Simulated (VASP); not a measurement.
Runs of VASP 6.6.1 on LaPRuO. The structure is tetragonal, space group P4/nmm (No. 129). Conventional cell: a = 4.048 Å, b = 4.048 Å, c = 8.410 Å, α = 90.00°, β = 90.00°, γ = 90.00°. La (site symmetry 4mm) is surrounded by 4 O at 2.39 Å. P (site symmetry 4mm) has 4 Ru at 2.37 Å as nearest neighbours. Ru (site symmetry -4m2) has 4 P at 2.37 Å as nearest neighbours. O (site symmetry -4m2) is surrounded by 4 La at 2.39 Å. The cell was built by a generator and needn't be a form met in nature.

```csv
level,potentials or basis,gap on the mesh (eV),pressure (GPa),relaxed volume (Å³/atom)
PBEsol,"VASP PAW PBE potentials, release 64 (La, P, Ru_pv, O)",none,0.0,(a)
PBE+D3(BJ),"VASP PAW PBE potentials, release 64 (La, P, Ru_pv, O)",none,0.0,16.93
PBE,"VASP PAW PBE potentials, release 64 (La, P, Ru_pv, O)",none,0.0,-
r2SCAN,"VASP PAW PBE potentials, release 64 (La, P, Ru_pv, O)",none,0.0,17.36
LDA,"VASP PAW LDA potentials, release 64 (La, P, Ru_pv, O)",none,0.0,16.50
```

Alike in all rows: task relaxation of cell and atoms; no spin polarisation; cell relaxed; k mesh 8 × 8 × 4; cutoff (eV) 600; smearing gaussian 0.03 eV.

Problem. Fill in the values left out.

Solution. (a) 16.85.

Caveats: the PAW data sets were made with another functional, which shifts forces and pressure a little (some runs); pairwise dispersion overbinds metals, which lowers pressure and volume (some runs); the relaxation stopped at its first step, so nothing moved (some runs).

A k mesh can miss the band edges, and the runs leave out spin-orbit coupling on La, Ru.

A gap of «none» marks a metal or a gap under the smearing width.
